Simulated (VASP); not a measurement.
The system is Zn2Ga2O3.

```
Zn Ga O
1.0
     4.19657    0.00000    0.00000
    -2.09828    3.63433    0.00000
     0.00000    0.00000    5.97215
Zn Ga O
2 2 3
Direct
  0.00000 0.00000 0.50000
  0.00000 0.00000 0.00000
  0.33333 0.66667 0.50000
  0.66667 0.33333 0.50000
  0.52770 0.00000 0.00000
  0.00000 0.52770 0.00000
  0.47230 0.47230 0.00000
```

The cell was built by a generator and needn't be a form met in nature.

```yaml
Program: VASP 6.6.1
Task: relaxation of cell and atoms
Functional: PBE
Potentials_or_basis: VASP PAW PBE potentials, release 64 (Zn, Ga_d, O)
Cutoff: 520 eV
k_mesh: 4 × 4 × 3
Occupations: gaussian, width 0.15 eV
Spin: no spin polarisation
```

At the start: pressure 15.3 GPa; volume 13.01 Å³/atom.

Task: Where does the relaxation end?

Result: Over 13 steps the energy falls by 387.6 meV/atom and the volume is 13.33 Å³/atom (+2.5 %); space group P-62m (No. 189, to 0.05 Å).

The path:
```
step  energy change (eV)  largest force (eV/Å)  pressure (GPa)  volume (Å³)
   1              0.0000                0.5922           15.28        91.09
   2             -1.1038                0.9131           -7.06       107.88
   3             -1.1435                0.8510           -4.33       104.40
   4             -1.5381                0.8797           -3.70       100.57
   5             -2.4435                0.6992            2.18        88.59
   6             -2.3563                0.5728            9.00        83.15
   7             -2.4755                0.7055            3.94        86.68
   8             -2.4735                0.6859            4.72        86.00
   9             -2.6548                0.3810            1.83        89.85
  10             -2.6698                0.2683            1.47        90.94
  11             -2.6510                0.0537            0.97        93.09
  12             -2.6722                0.2258            1.18        91.36
  13             -2.7134                0.0277           -0.32        93.34
```

Final structure:
```
Zn Ga O
1.0
     4.83226    0.00000    0.00000
    -2.41613    4.18486    0.00000
     0.00000    0.00000    4.61547
Zn Ga O
2 2 3
Direct
  0.00000 0.00000 0.50000
  0.00000 0.00000 0.00000
  0.33333 0.66667 0.50000
  0.66667 0.33333 0.50000
  0.60996 0.00000 0.00000
  0.00000 0.60996 0.00000
  0.39004 0.39004 0.00000
```

Caveat: the k mesh is coarse (spacing up to 0.43 Å⁻¹), so the values aren't converged.
